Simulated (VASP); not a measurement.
Consider the following.

```
CELL_PARAMETERS angstrom
      1.24514    -2.15665     0.00000
      1.24514     2.15665     0.00000
      0.00000     0.00000     4.02320
ATOMIC_POSITIONS crystal
  Co 0.33333 0.66667 0.25000
  Co 0.66667 0.33333 0.75000
```
Starting moments (μB, in the order of the record's atoms Co Co): 1.6 1.6.

All values below come from PBE GGA, VASP's PBE PAW potentials (set 64) (plane waves; VASP 6.6.1). Settings: 480 eV cut-off, 16×16×8 Γ-centred mesh, first-order Methfessel-Paxton smearing of 0.10 eV, potentials Co.

Energy and stress use the plane-wave basis of the starting cell.

Task: The ions, cell shape and volume at an external pressure of 15.0 GPa are relaxed. Predict the relaxed structure.

Result: 
```
CELL_PARAMETERS angstrom
      1.22048    -2.11393     0.00000
      1.22048     2.11393     0.00000
      0.00000     0.00000     3.94503
ATOMIC_POSITIONS crystal
  Co 0.33333 0.66667 0.25000
  Co 0.66667 0.33333 0.75000
```
Space group P6_3/mmc (194), at a tolerance of 0.03 Å. The cell ends with 3.11 μB, on the sites 1.56 1.56 μB.

Task: How do energy and volume change from the first to the last step?

Result: The energy (σ→0) changes by +27.0 meV/atom and the volume by -5.8 %, in 4 ionic steps.

The compound is Co in the hcp structure. This run relaxes it under an external pressure of 15 GPa. Symmetry was kept, so distortions that lower it aren't found.
